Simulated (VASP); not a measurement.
A convergence study with VASP on Cu (fcc): one setting is varied, all else stays as given below, so the limit is that of these other settings.

```
CELL_PARAMETERS angstrom
      0.00000     1.80500     1.80500
      1.80500     0.00000     1.80500
      1.80500     1.80500     0.00000
ATOMIC_POSITIONS crystal
  Cu 0.00000 0.00000 0.00000
```

All values below come from PBEsol GGA, VASP's PBE PAW potentials (set 64) (plane waves; VASP). The tightest run used: 550 eV cut-off, 27×27×27 Γ-centred mesh, first-order Methfessel-Paxton smearing of 0.10 eV, potentials Cu.

### Question
The settings run are 1×1×1 mesh; 2×2×2 mesh; 3×3×3 mesh; 4×4×4 mesh; 6×6×6 mesh; 7×7×7 mesh; 8×8×8 mesh; 9×9×9 mesh; 10×10×10 mesh; 11×11×11 mesh; 12×12×12 mesh; 13×13×13 mesh; 15×15×15 mesh; 16×16×16 mesh; 17×17×17 mesh; 18×18×18 mesh; 19×19×19 mesh; 20×20×20 mesh; 21×21×21 mesh; 22×22×22 mesh; 24×24×24 mesh; 25×25×25 mesh; 26×26×26 mesh; 27×27×27 mesh. From which on does the energy per atom stay within 0.01 eV/atom of the tightest run?

### Answer
From 11×11×11 mesh on: it is off by 0.0068 there and by no more than 0.01 in any finer run, while 10×10×10 mesh is off by 0.0140.
| setting | E (eV/atom) | pressure (GPa) | irreducible k-points | difference judged (eV/atom) |
|---|---|---|---|---|
| 1×1×1 mesh | -14.1772 | -96.47 | 1 | 9.8760 |
| 2×2×2 mesh | -2.2296 | 22.25 | 3 | 2.0716 |
| 3×3×3 mesh | -4.6373 | -9.25 | 4 | 0.3361 |
| 4×4×4 mesh | -4.1342 | -3.44 | 8 | 0.1669 |
| 6×6×6 mesh | -4.2371 | -3.98 | 16 | 0.0640 |
| 7×7×7 mesh | -4.3422 | -5.32 | 20 | 0.0411 |
| 8×8×8 mesh | -4.2693 | -4.27 | 29 | 0.0318 |
| 9×9×9 mesh | -4.3154 | -5.10 | 35 | 0.0143 |
| 10×10×10 mesh | -4.2871 | -4.89 | 47 | 0.0140 |
| 11×11×11 mesh | -4.3079 | -5.41 | 56 | 0.0068 |
| 12×12×12 mesh | -4.2989 | -5.26 | 72 | 0.0022 |
| 13×13×13 mesh | -4.3029 | -5.24 | 84 | 0.0018 |
| 15×15×15 mesh | -4.3009 | -5.40 | 120 | 0.0002 |
| 16×16×16 mesh | -4.3023 | -5.06 | 145 | 0.0012 |
| 17×17×17 mesh | -4.3010 | -5.37 | 165 | 0.0001 |
| 18×18×18 mesh | -4.3024 | -5.00 | 195 | 0.0013 |
| 19×19×19 mesh | -4.3001 | -5.26 | 220 | 0.0010 |
| 20×20×20 mesh | -4.3032 | -5.14 | 256 | 0.0021 |
| 21×21×21 mesh | -4.3004 | -5.23 | 286 | 0.0007 |
| 22×22×22 mesh | -4.3034 | -5.15 | 328 | 0.0023 |
| 24×24×24 mesh | -4.3033 | -5.09 | 413 | 0.0022 |
| 25×25×25 mesh | -4.3008 | -5.17 | 455 | 0.0003 |
| 26×26×26 mesh | -4.3028 | -5.12 | 511 | 0.0017 |
| 27×27×27 mesh | -4.3011 | -5.16 | 560 | 0.0000 |

Left out are rungs that failed or repeat a setting and relaxations that didn't move; long series are thinned to 24 rows.

The compound is Cu in the fcc structure. The cell was not relaxed at this level.
